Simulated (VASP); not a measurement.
All values below come from PW91 GGA, VASP's PBE PAW potentials (set 64) (plane waves; VASP).

A VASP calculation is set up with these files.

### POSCAR
```
Li2S
1
    0.0000000000     2.8561505505     2.8561505505
    2.8561505505     0.0000000000     2.8561505505
    2.8561505505     2.8561505505     0.0000000000
Li S
2 1
Direct
  0.2500000000   0.2500000000   0.2500000000
  0.7500000000   0.7500000000   0.7500000000
  1.0000000000   0.0000000000   0.0000000000
```

**INCAR**
```
! general
SYSTEM = Li2S
PREC   = Accurate
ENCUT  = 520
LREAL  = .FALSE.   ! projection in real space or not
LASPH  = .TRUE.

! electronic loop
EDIFF  = 1E-7   ! SCF stop (eV)
NELM   = 100   ! most electronic steps
ALGO   = Normal

! smearing
ISMEAR = -5   ! tetrahedra, Bloechl

! functional
GGA    = 91   ! PW91

! ions
ISIF   = 2   ! forces and stress, cell fixed

! output
LWAVE  = .FALSE.
LCHARG = .TRUE.
LORBIT = 11   ! lm-projected
NEDOS  = 601

! other
LEFG   = .TRUE.
```

**KPOINTS**
```
Automatic mesh
0
Gamma
8 8 8
0 0 0
```

POTCAR, in this order: Li_sv S (PBE.64 set). Program: vasp_std.

Question: Predict the energy per atom (σ→0), band gap (on the k-mesh).

Answer: 
```
Property                           Value
------------------------  --------------
energy per atom (σ→0)     -4.021 eV/atom
band gap (on the k-mesh)         3.40 eV
```

**OSZICAR**
```
...
DAV:   8    -0.120628696676E+02   -0.94972E-02   -0.34088E-02   758   0.128E+00    0.631E-01
DAV:   9    -0.120619164045E+02    0.95326E-03   -0.29932E-03   746   0.286E-01    0.216E-01
DAV:  10    -0.120623729976E+02   -0.45659E-03   -0.10151E-03   632   0.203E-01    0.105E-01
DAV:  11    -0.120623732574E+02   -0.25976E-06   -0.62832E-05   852   0.636E-02    0.304E-02
DAV:  12    -0.120623770656E+02   -0.38082E-05   -0.61493E-06   640   0.192E-02    0.265E-03
DAV:  13    -0.120623768461E+02    0.21950E-06   -0.10087E-06   904   0.594E-03    0.470E-03
DAV:  14    -0.120623768437E+02    0.24180E-08   -0.76114E-08   480   0.249E-03
   1 F= -.12062377E+02 E0= -.12062377E+02  d E =0.000000E+00
```

The compound is Li2S in the antifluorite structure. It was relaxed first.
